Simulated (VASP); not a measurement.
Input:

```yaml
crystal:
  lattice:
    - [1.74691, -3.02574, 0.00000]
    - [1.74691, 3.02574, 0.00000]
    - [0.00000, 0.00000, 13.98122]
  atoms:
    - { symbol: Te, position: [0.33333, 0.66667, 0.87933] }
    - { symbol: Te, position: [0.66667, 0.33333, 0.37933] }
    - { symbol: Te, position: [0.66667, 0.33333, 0.12067] }
    - { symbol: Te, position: [0.33333, 0.66667, 0.62067] }
    - { symbol: Mo, position: [0.33333, 0.66667, 0.25000] }
    - { symbol: Mo, position: [0.66667, 0.33333, 0.75000] }
```

Calculation: PBEsol GGA, VASP's PBE PAW potentials (set 64) (plane waves; VASP). Numerical set-up: 500 eV cut-off, 7×7×2 Γ-centred mesh, Gaussian smearing of 0.050 eV, potentials Te Mo_sv.

Without a dispersion term in the relaxation, distances and binding between the weakly bound layers, chains or molecules are unreliable, and so is what depends on them.

Q: Predict the energy per atom (σ→0).

A: 
The energy per atom (σ→0) comes out as -6.566 eV/atom.

Total energies compare only between runs with the same potentials, cut-off and functional.

The compound is MoTe2 in the 2H layered structure. It was relaxed first.
